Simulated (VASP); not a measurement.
Input:

```
CELL_PARAMETERS angstrom
      0.00000     2.32441     2.32441
      2.32441     0.00000     2.32441
      2.32441     2.32441     0.00000
ATOMIC_POSITIONS crystal
  Hf 0.00000 0.00000 0.00000
  C  0.50000 0.50000 0.50000
```

These are PBEsol GGA, VASP's PBE PAW potentials (set 64) (plane waves; VASP) values and carry that method's errors. Numerical set-up: 400 eV cut-off, 16×16×16 Γ-centred mesh, Gaussian smearing of 0.20 eV, potentials Hf_pv C.

At this cut-off the stress carries a Pulay error, which pulls relaxed volumes low. Unless said otherwise, spin-orbit coupling is left out, though it shifts the bands of the heavy elements here.

Question: Estimate the energy per atom (σ→0), pressure, band gap (on the k-mesh) with the smallest direct gap where there is one.

Answer: 
```
Property                                                    Result
------------------------  ----------------------------------------
band gap (on the k-mesh)  none (metal, semimetal or under 0.01 eV)
energy per atom (σ→0)                              -11.092 eV/atom
pressure                                                 -7.77 GPa
```

The structure is a typed HfC crystal (Fm-3m). The cell was not relaxed at this level.
